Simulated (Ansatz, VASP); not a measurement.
# YTeAs: VASP beside Ansatz

The input INCAR:

```
SYSTEM = YTeAs
PREC     = Accurate       ! precision mode
ENCUT    = 520            ! plane-wave cutoff, eV
EDIFF    = 1E-7           ! SCF threshold, eV
ISMEAR   = -1             ! smearing method
SIGMA    = 0.1            ! smearing width, eV
LREAL    = .False.        ! projectors in reciprocal space
LASPH    = .True.         ! aspherical terms in the spheres
NELM     = 80             ! most SCF steps
ALGO     = Normal         ! electronic algorithm
ISIF     = 2              ! what is computed and relaxed
LWAVE    = .False.        ! write WAVECAR
LCHARG   = .False.        ! write CHGCAR
GGA      = PS             ! functional
NBANDS   = 31             ! bands
```

KPOINTS

```
Automatic mesh
0
Gamma
  5 5 5
  0 0 0
```

The input POSCAR:

```
YTeAs
1.0
    0.0000000000      4.1697630000      0.0000000000
    4.1697630000      0.0000000000      0.0000000000
    2.0848820000      2.0848820000     -8.6578520000
As Te Y
2 2 2
Direct
    0.5000000000      0.0000000000      0.0000000000
    0.0000000000      0.5000000000      0.0000000000
    0.3095000000      0.3095000000      0.3810000000
    0.6905000000      0.6905000000      0.6190000000
    0.1145000000      0.1145000000      0.7710000000
    0.8855000000      0.8855000000      0.2290000000
```

Input for Ansatz:

```yaml
crystal:
  lattice:
    - [0.0, 4.169763, 0.0]
    - [4.169763, 0.0, 0.0]
    - [2.084882, 2.084882, -8.657852]
  atoms:
    - { symbol: As, position: [0.5, 0.0, 0.0] }
    - { symbol: As, position: [0.0, 0.5, 0.0] }
    - { symbol: Te, position: [0.3095, 0.3095, 0.381] }
    - { symbol: Te, position: [0.6905, 0.6905, 0.619] }
    - { symbol: "Y", position: [0.1145, 0.1145, 0.771] }
    - { symbol: "Y", position: [0.8855, 0.8855, 0.229] }
  symmetry: { tolerance: 0.0003 }
kpoints:
  mp_grid: { grid: [5, 5, 5], shift: [0, 0, 0] }
magnetization:
  spin_polarized: false
scf:
  occupations: { method: fermi_dirac }
hamiltonian:
  pseudopotentials: { kind: paw }
  xc: pbesol
basis:
  ecutwfc: 420
output:
  forces: true
  stress: true
  eigenvalues: true
  write_density: true
  write_potential: true
  elf: true
  volumetric_format: npy
```

The cell was built by a generator and needn't be a form met in nature.

Alike in both runs: task single point; functional PBEsol; k mesh 5 × 5 × 5; no spin polarisation.

|  | VASP | Ansatz |
| --- | --- | --- |
| version | VASP 6.6.1 | Ansatz 0.2.0 |
| potentials or method | VASP PAW PBE potentials, release 64 (As, Te, Y_sv) | PAW plane waves |
| plane-wave cutoff (eV) | 520 | 420 |
| occupations | fermi-dirac, width 0.1 eV | fermi-dirac |
| valence electrons in the cell | 44 | 84 |

Ansatz gave:

* gap on the k mesh at the Fermi level (eV): none
* pressure (GPa): -2.0
* largest component of the traceless stress (GPa): 3.97
* rms of the force components (eV/Å): 0.537

Q: Estimate VASP's values.

A: gap on the k mesh at the Fermi level (eV): none; pressure (GPa): -2.0; largest component of the traceless stress (GPa): 3.95; rms of the force components (eV/Å): 0.539.

Atom by atom the forces differ by 0.002 eV/Å (rms over components). A gap of «none» marks a metal or a gap that the smearing closes. The two sets of potentials don't hold the same shells in valence.

Caveats: the PAW data sets were made with another functional, which shifts forces and pressure a little (VASP). Spin-orbit coupling is left out, which matters for the levels of Te.
